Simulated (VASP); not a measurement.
```
AlFe
1.0
    2.91000     0.00000     0.00000
    0.00000     2.91000     0.00000
    0.00000     0.00000     2.91000
Al Fe
1 1
Direct
  0.50000   0.50000   0.50000
  0.00000   0.00000   0.00000
```

These are revPBE GGA, VASP's PBE PAW potentials (set 64) (plane waves; VASP) values and carry that method's errors. Settings: 520 eV cut-off, 11×11×11 Γ-centred mesh, first-order Methfessel-Paxton smearing of 0.10 eV, potentials Al Fe.

Energy and stress use the plane-wave basis of the starting cell.

Task: The ions, cell shape and volume are relaxed. Predict the relaxed structure.

Result: 
```
AlFe
1.0
    2.88377     0.00000     0.00000
    0.00000     2.88377     0.00000
    0.00000     0.00000     2.88377
Al Fe
1 1
Direct
  0.50000   0.50000   0.50000
  0.00000   0.00000   0.00000
```
Space group Pm-3m (221), at a tolerance of 0.03 Å.

Task: How do energy and volume change from the first to the last step?

Result: The energy (σ→0) changes by -4.7 meV/atom and the volume by -2.7 %, in 3 ionic steps.

The compound is FeAl in the CsCl type structure. This run relaxes it. Symmetry was kept, so distortions that lower it aren't found. The run is not spin-polarised, so no magnetic state was tried. The electron count is odd and the run is not spin-polarised, which forces a metal.
